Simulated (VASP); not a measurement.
A cell of RuAl (CsCl type) near equilibrium:

```yaml
crystal:
  lattice:
    - [2.98163, 0.00000, 0.00000]
    - [0.00000, 2.98163, 0.00000]
    - [0.00000, 0.00000, 2.98163]
  atoms:
    - { symbol: Al, position: [0.50000, 0.50000, 0.50000] }
    - { symbol: Ru, position: [0.00000, 0.00000, 0.00000] }
```

Level of theory: r2SCAN meta-GGA, VASP's PBE PAW potentials (set 64) (plane waves; VASP).

```csv
run,ΔE (meV/atom),σxx,σyy,σzz,"largest shear component, with its sign (GPa)",largest force (eV/Å)
as it is,0.0,0.12,0.12,0.12,0.00,0.000
after one change,3.6,2.62,5.69,2.62,0.00,0.000
```
Stress is in GPa, positive when the cell is compressed.

Problem. Which change was made?
A. biaxial strain of -2.0 % in the xy plane
B. atom 1 (Al) moved by -0.100 Å along y
C. atom 1 (Al) moved by 0.200 Å along z
D. uniaxial strain of -1.5 % along y

Solution. D, uniaxial strain of -1.5 % along y

The compound is RuAl in the CsCl type structure. The electron count is odd and the run is not spin-polarised, which forces a metal.
